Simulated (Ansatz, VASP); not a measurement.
## Si54Ge23 in two plane-wave programs

Aim: how closely do two programs agree when they are given the same cell, functional and k mesh? The structure shown is frame 32 of Ansatz's trajectory.

Method: plane waves, with VASP 6.6.1 beside it; single point at PBE, in Ansatz 0.2.0.

### Step 1. Set-up

The cell holds 77 atoms: 54 Si and 23 Ge. Cell: a = 11.826 Å, b = 11.826 Å, c = 11.826 Å, α = 90.0°, β = 90.0°, γ = 90.0°. As first built, before any earlier steps moved the atoms (in the runner's words): 77 atoms (54 Si, 23 Ge) placed at random at 3.2 g/cm^3, melted at 3500 K for 10 ps at fixed volume with the Tersoff potential (Tersoff, Phys. Rev. B 39, 5566 (1989)). Quenched from 3500 K to 500 K at 20 K/ps and fixed volume, annealed at 1200 K for 50 ps, held 5 ps, then minimised at fixed cell.

### Step 2. Ansatz: dynamics, PBE

Ansatz runs on its default PAW (the set named soft_2) files.

One frame of this run of dynamics is then solved in both programs, so the motion causes no difference.

input.yaml reads:

```yaml
crystal:
  lattice:
    - [11.8258, 0.0, 0.0]
    - [0.0, 11.8258, 0.0]
    - [0.0, 0.0, 11.8258]
  atoms:
    - { symbol: Si, position: [0.06537, 0.45636, 0.68768] }
    - { symbol: Si, position: [0.84203, 0.85277, 0.91965] }
    - { symbol: Si, position: [0.65719, 0.35276, 0.08507] }
    - { symbol: Si, position: [0.56235, 0.1988, 0.6302] }
    - { symbol: Si, position: [0.69934, 0.71698, 0.90521] }
    - { symbol: Si, position: [0.77285, 0.50644, 0.14015] }
    - { symbol: Si, position: [0.97126, 0.03158, 0.61043] }
    - { symbol: Si, position: [0.75027, 0.5803, 0.32833] }
    - { symbol: Si, position: [0.65686, 0.02468, 0.67553] }
    - { symbol: Si, position: [0.08271, 0.96883, 0.34062] }
    - { symbol: Si, position: [0.65298, 0.24287, 0.25457] }
    - { symbol: Si, position: [0.31187, 0.68054, 0.65448] }
    - { symbol: Si, position: [0.08504, 0.12014, 0.47071] }
    - { symbol: Si, position: [0.1604, 0.41675, 0.99236] }
    - { symbol: Si, position: [0.60078, 0.05696, 0.00158] }
    - { symbol: Si, position: [0.50628, 0.23757, 0.99703] }
    - { symbol: Si, position: [0.29088, 0.18928, 0.75227] }
    - { symbol: Si, position: [0.1136, 0.96608, 0.84483] }
    - { symbol: Si, position: [0.36118, 0.87234, 0.62792] }
    - { symbol: Si, position: [0.46194, 0.25974, 0.30808] }
    - { symbol: Si, position: [0.91492, 0.39809, 0.56134] }
    - { symbol: Si, position: [0.37632, 0.60334, 0.18884] }
    - { symbol: Si, position: [0.04105, 0.67723, 0.12366] }
    - { symbol: Si, position: [0.63072, 0.72206, 0.52745] }
    - { symbol: Si, position: [0.09966, 0.61756, 0.40389] }
    - { symbol: Si, position: [0.79168, 0.60547, 0.77278] }
    - { symbol: Si, position: [0.59106, 0.52544, 0.45936] }
    - { symbol: Si, position: [0.8191, 0.69922, 0.59953] }
    - { symbol: Si, position: [0.56135, 0.83697, 0.37609] }
    - { symbol: Si, position: [0.14921, 0.94307, 0.03847] }
    - { symbol: Si, position: [0.88583, 0.80682, 0.11954] }
    - { symbol: Si, position: [0.39484, 0.61938, 0.83293] }
    - { symbol: Si, position: [0.97614, 0.57206, 0.8412] }
    - { symbol: Si, position: [0.99681, 0.97438, 0.15828] }
    - { symbol: Si, position: [0.19604, 0.32272, 0.1666] }
    - { symbol: Si, position: [0.1744, 0.42648, 0.35667] }
    - { symbol: Si, position: [0.70876, 0.69018, 0.09965] }
    - { symbol: Si, position: [0.00511, 0.8036, 0.42077] }
    - { symbol: Si, position: [0.15034, 0.74879, 0.97582] }
    - { symbol: Si, position: [0.01096, 0.78391, 0.82596] }
    - { symbol: Si, position: [0.48487, 0.46181, 0.7494] }
    - { symbol: Si, position: [0.40023, 0.5141, 0.56749] }
    - { symbol: Si, position: [0.89446, 0.13348, 0.1046] }
    - { symbol: Si, position: [0.73683, 0.01515, 0.86086] }
    - { symbol: Si, position: [0.8595, 0.15977, 0.90869] }
    - { symbol: Si, position: [0.55597, 0.85118, 0.66354] }
    - { symbol: Si, position: [0.983, 0.8217, 0.62439] }
    - { symbol: Si, position: [0.22521, 0.40561, 0.55425] }
    - { symbol: Si, position: [0.01191, 0.12984, 0.78925] }
    - { symbol: Si, position: [0.74607, 0.31967, 0.9095] }
    - { symbol: Si, position: [0.43399, 0.15037, 0.47333] }
    - { symbol: Si, position: [0.35941, 0.20629, 0.14234] }
    - { symbol: Si, position: [0.4633, 0.27012, 0.79962] }
    - { symbol: Si, position: [0.71214, 0.07185, 0.17364] }
    - { symbol: Ge, position: [0.96905, 0.49631, 0.05056] }
    - { symbol: Ge, position: [0.11919, 0.64881, 0.60939] }
    - { symbol: Ge, position: [0.53658, 0.73403, 0.20102] }
    - { symbol: Ge, position: [0.77869, 0.23462, 0.41673] }
    - { symbol: Ge, position: [0.20762, 0.70491, 0.2517] }
    - { symbol: Ge, position: [0.28037, 0.58795, 0.99656] }
    - { symbol: Ge, position: [0.43933, 0.94001, 0.95459] }
    - { symbol: Ge, position: [0.13096, 0.30298, 0.8164] }
    - { symbol: Ge, position: [0.72394, 0.94866, 0.34199] }
    - { symbol: Ge, position: [0.99293, 0.28971, 0.39509] }
    - { symbol: Ge, position: [0.6952, 0.36328, 0.56231] }
    - { symbol: Ge, position: [0.90188, 0.57143, 0.4638] }
    - { symbol: Ge, position: [0.98574, 0.30212, 0.17835] }
    - { symbol: Ge, position: [0.26603, 0.90477, 0.29249] }
    - { symbol: Ge, position: [0.52052, 0.77637, 0.8488] }
    - { symbol: Ge, position: [0.25549, 0.20494, 0.55371] }
    - { symbol: Ge, position: [0.68848, 0.43756, 0.75768] }
    - { symbol: Ge, position: [0.4031, 0.94663, 0.44212] }
    - { symbol: Ge, position: [0.30702, 0.98909, 0.78945] }
    - { symbol: Ge, position: [0.78601, 0.04985, 0.51823] }
    - { symbol: Ge, position: [0.32238, 0.00484, 0.11796] }
    - { symbol: Ge, position: [0.4001, 0.45786, 0.345] }
    - { symbol: Ge, position: [0.83408, 0.77664, 0.31498] }
kpoints:
  mp_grid: { grid: [1, 1, 1] }
hamiltonian:
  xc: pbe
scf:
  occupations: { method: gaussian, width: 0.05 }
output:
  forces: true
  stress: true
md:
  timestep: 2.0
  n_steps: 96
  ensemble: nve
  temperature: 400
  initial_velocities: maxwell_boltzmann
  seed: 2621
```

The run is started by

```bash
$ ansatz run input.yaml --threads 4 --pin off --max-ram 8192MiB --backend cpu --events-out ev --progress --plain --runs-dir out
```

Numbers of over 12 decimals in the logs are rounded to 6 here.

Log:

```text
Warning: md: disabling space-group detection — thermal motion breaks the input geometry's symmetry, so no spatial operation reduces the k-mesh or symmetrises the density; time reversal is kept, so that k and −k are solved as one point where they differ and the mesh holds both, and exact exchange and, on two spinor components, a DFT+U term hold to it where the run has them: on two components no moment then forms, and  [...]
Warning: output.stress: scf.convergence.dr2_threshold = 7.7e-8 eV (the default of an md: trajectory) is looser than the 7.7e-9 eV advised for a printed stress (1e-10 eV for each atom of the cell: 77). What an SCF threshold leaves in a stress goes as its square root, and in the free energy as the threshold itself, and one threshold admits the most on a small cell: [figures from the program's tests cut] Set scf.converg [...]
Engine: ansatz 0.2.0, aarch64-unknown-linux-gnu
Pseudopotentials: kind: paw
Pseudopotential: Si, paw, valence charge 4, recommended cutoff 420 eV (normal), Si.paw.azcp
Pseudopotential: Ge, paw, valence charge 14, recommended cutoff 420 eV (normal), Ge.paw.azcp
Functional definition: PBE
  parameter kappa = 0.804
  parameter beta = 0.066725
  exchange = pbe_x(kappa = kappa, mu = beta*pi^2/3)
  correlation = pbe_c(beta = beta)
Crystal: 77 atoms, lattice volume = 1653.833 Å³
Basis set: ecut = 420 eV, 32423 PW (Γ), exchange–correlation on 160×160×160 points (8 copies of the dense FFT grid, shifted against one another)
Bands: 346, of which v1, the nominal top of the filled ones, is band 269 counted from 1 (268 counted from 0)
Symmetry: 1 space group operations
k-points: 1
Non-local potential: Si, projectors of the file, l = 0: 2, l = 1: 2, l = 2: 2
Non-local potential: Ge, projectors of the file, l = 0: 2, l = 1: 2, l = 2: 3, l = 3: 1
PAW form: soft (Blöchl's): semilocal exchange-correlation on the pseudo side does not see the compensation charge
PAW one-centre angular grid: Si, 110 points (default); XC on 64 Gauss nodes
PAW one-centre angular grid: Ge, 590 points (default); XC on 64 Gauss nodes
Initial density: superposition of atomic densities (neutral atoms: chi_scale 0, normalization atom), corrected by the library's trained network
Initial wavefunctions: pseudopotential atomic-orbital guess
Functional: x = pbe(κ = 0.804, μ = 0.219515), c = pbe(β = 0.066725)
SCF iter   1: F=—  HF=-133095.202965 eV  |F-HF|=—  |Δ(HF+E_count)|=         —  Δρ=3.88e-3  dr2=6.13e-1  ethr=1.77e-3  ⟨swp⟩=6.0  Hψ=1400  notcnv=0  defer=20
preconditioner: auto → LDOS  [insulator: Δε(μ)=0.080 eV  Ē_g=7.519 eV  σ=0.050 eV  W_gap=0.74  n_scr=340 (ndim 8)  ℏωp=16.0 eV  f_vac=0.012  D(μ)=25.87/eV (n_scr^D=146)  ε∞_Penn≈5.5  β→1.0]
SCF iter   2: F=—  HF=-133095.140204 eV  |F-HF|=—  |Δ(HF+E_count)|=   6.28e-2  Δρ=2.04e-3  dr2=1.97e-1  ethr=1.14e-4  ⟨swp⟩=2.0  Hψ=523  notcnv=0  defer=70
SCF iter   3: F=—  HF=-133095.099906 eV  |F-HF|=—  |Δ(HF+E_count)|=   4.03e-2  Δρ=6.50e-4  dr2=2.60e-2  ethr=3.67e-5  ⟨swp⟩=2.0  Hψ=482  notcnv=0  defer=70
SCF iter   4: F=—  HF=-133095.096981 eV  |F-HF|=—  |Δ(HF+E_count)|=   2.92e-3  Δρ=2.52e-4  dr2=3.38e-3  ethr=4.83e-6  ⟨swp⟩=2.0  Hψ=373  notcnv=0  defer=70
SCF iter   5: F=—  HF=-133095.096699 eV  |F-HF|=—  |Δ(HF+E_count)|=   2.83e-4  Δρ=1.09e-4  dr2=6.20e-4  ethr=6.28e-7  ⟨swp⟩=2.0  Hψ=526  notcnv=0  defer=70
SCF iter   6: F=—  HF=-133095.096543 eV  |F-HF|=—  |Δ(HF+E_count)|=   1.56e-4  Δρ=3.90e-5  dr2=7.03e-5  ethr=1.15e-7  ⟨swp⟩=2.0  Hψ=527  notcnv=0  defer=70
SCF iter   7: F=—  HF=-133095.096904 eV  |F-HF|=—  |Δ(HF+E_count)|=   3.61e-4  Δρ=1.74e-5  dr2=1.37e-5  ethr=1.31e-8  ⟨swp⟩=2.0  Hψ=595  notcnv=0  defer=70
SCF iter   8: F=—  HF=-133095.096904 eV  |F-HF|=—  |Δ(HF+E_count)|=   9.88e-8  Δρ=7.60e-6  dr2=3.21e-6  ethr=2.54e-9  ⟨swp⟩=2.0  Hψ=525  notcnv=0  defer=70
SCF iter   9: F=—  HF=-133095.096904 eV  |F-HF|=—  |Δ(HF+E_count)|=   2.53e-7  Δρ=3.68e-6  dr2=8.53e-7  ethr=5.96e-10  ⟨swp⟩=2.0  Hψ=525  notcnv=0  defer=70
[...]
automatic band count: iteration 1 solves 312 bands in place of 346: the levels show a gap, and the empty bands left out lie too high to hold charge; the band table lists the bands solved (type scf.n_extra_bands for more)
md step    91: t =   182.00 fs  T =   304.2 K  F+E_penalty+E_count = -133094.15152104 eV  E_kin = 2.988625 eV  conserved = -133091.16289561 eV  P_inst = -0.3250 GPa  (4 SCF iters)
[...]
md step    92: t =   184.00 fs  T =   304.5 K  F+E_penalty+E_count = -133094.15403122 eV  E_kin = 2.991067 eV  conserved = -133091.16296377 eV  P_inst = -0.3207 GPa  (3 SCF iters)
[...]
md step    93: t =   186.00 fs  T =   304.1 K  F+E_penalty+E_count = -133094.15041910 eV  E_kin = 2.987429 eV  conserved = -133091.16299055 eV  P_inst = -0.3136 GPa  (3 SCF iters)
[...]
md step    94: t =   188.00 fs  T =   303.1 K  F+E_penalty+E_count = -133094.14015104 eV  E_kin = 2.977183 eV  conserved = -133091.16296845 eV  P_inst = -0.3035 GPa  (3 SCF iters)
[...]
md step    95: t =   190.00 fs  T =   301.4 K  F+E_penalty+E_count = -133094.12347293 eV  E_kin = 2.960574 eV  conserved = -133091.16289927 eV  P_inst = -0.2905 GPa  (3 SCF iters)
[...]
md step    96: t =   192.00 fs  T =   299.1 K  F+E_penalty+E_count = -133094.10140326 eV  E_kin = 2.938612 eV  conserved = -133091.16279160 eV  P_inst = -0.2748 GPa  (8 SCF iters)
SCF converged after 8 iterations
Free energy (F): -133094.101403 eV
Harris-Foulkes:  -133094.101403 eV  (|F-HF|=1.01e-8)
Internal energy: -133094.101258 eV  (E = F + TS)
E sigma→0 (E₀):  -133094.101331 eV
Entropy (-TS):   -0.000145 eV (-0.002 meV/atom)
Fermi energy:    6.678557 eV
--- Per-component energies (eV) ---
  E_band       = -3604.964952
  E_kinetic    = 4683.585498
  E_local      = -73230.863176  (includes V_loc(G=0)·N_el)
  E_nonlocal   = 10999.062524
  E_hartree    = 32603.766707
  E_xc         = -4696.591751
  E_vxc        = -3979.968600  (∫ρ·V_xc dr)
  E_paw        = -74115.289742  (= ΣΔE_a)
  E_vpaw       = -7284.316827  (= ΣTr[D̂ρ^β])
  E_aug_tail   = 0.007177  (compensation charges beyond the density's cutoff)
  E_ewald      = -29337.778495
  E_smearing   = -0.000145  (= −TS)
  E_closure    = 0.000000  (closes the sum)
  Σ components = -133094.101403   (vs F -133094.101403, Δ=0.00e0)
--- Forces (eV/Å), atoms counted from 1 ---
  atom   1  Si     0.41913796     0.22354441     0.24503894
  atom   2  Si    -0.96657745     0.13673002     0.45932872
  atom   3  Si    -0.53882966    -0.25165695     0.76401706
  atom   4  Si    -0.05544432     0.28381422     0.00312584
  atom   5  Si     0.04487387     0.14248923     0.05767806
  atom   6  Si     0.03121377     1.19875000     0.35445697
  atom   7  Si     0.08092412     0.28732781     0.21134475
  atom   8  Si     0.36830569    -0.15642802    -0.16756494
  atom   9  Si    -0.77871877    -0.45433749    -0.37766200
  atom  10  Si    -0.65633935    -0.57790012    -0.01548171
  atom  11  Si     0.03910566    -0.37806180    -0.36015165
  atom  12  Si    -0.31624491     0.46480650    -0.43774062
  atom  13  Si     0.12715821     0.08824229    -0.56137311
  atom  14  Si     0.07127140    -0.13041043     0.12621184
  atom  15  Si    -0.60958091     0.16247262    -0.20579808
  atom  16  Si    -0.33800889    -0.75132400    -0.30976009
  atom  17  Si    -0.02740805     0.50189740     0.40090567
  atom  18  Si     0.17634136    -0.71646582     0.14424682
  atom  19  Si     0.37310975    -0.13834929    -0.16403620
  atom  20  Si    -0.82013336     0.26689562     0.20052702
  atom  21  Si    -0.91740777     0.21412340    -0.19990406
  atom  22  Si     0.19592473     0.24870057    -0.32645796
  atom  23  Si    -0.51739392     0.28602669    -0.36210919
  atom  24  Si     0.12881270    -0.33327426    -0.34269927
[...]
atom  70  Ge    -0.31829154     0.19540668    -0.29790785
  atom  71  Ge    -0.37269587     0.35092266     0.22319228
  atom  72  Ge    -0.57608365    -0.85956774     0.54708263
  atom  73  Ge     0.38402372    -0.09044315    -0.17627283
  atom  74  Ge    -0.06171268    -0.34508943     0.25925578
  atom  75  Ge     0.31089508     0.37815642    -0.11319922
  atom  76  Ge     0.46663735    -0.38713801    -0.06221277
  atom  77  Ge    -0.49972302     0.58739296     0.27248772
  max |Σ_I F_I| component: 6.07e-6 eV/Å
--- Stress (GPa, compression-positive) ---
        0.186892      -1.188014      -0.812685
       -1.188014      -1.411638      -0.086116
       -0.812685      -0.086116      -0.176541
  P = ⅓ Tr σ = -0.4671 GPa (-4.671 kbar)
--- MD trajectory: 96 steps, t = 0.0 → 192.0 fs ---
  final state: T = 299.1 K   F+E_penalty+E_count = -133094.10140326 eV   E_kin = 2.938612 eV
  conserved energy: peak-to-peak 8.981e-3 eV (1.166e-4 eV/atom) over 192.0 fs
```

In the SCF lines HF is the Harris–Foulkes energy and dr2 the Hartree energy of the density residual, in eV; the loop may stop once dr2 is under the threshold and the program's other checks hold. Hψ counts applications of the Hamiltonian.

(Part 1 of 2 ends here.)

[Lines on the potential files, build, host, timing and source positions are cut from VASP's logs without a mark.]

[Logs are printed without paths, hosts, clocks, repeated set-up lines and the standing remarks that a program may print on its own settings, such as how far it seeks lower states.]

[Hosts, paths, dates, database ids (printed as entryN), source tags and the programs' standing remarks are cut or masked in the printed files.]
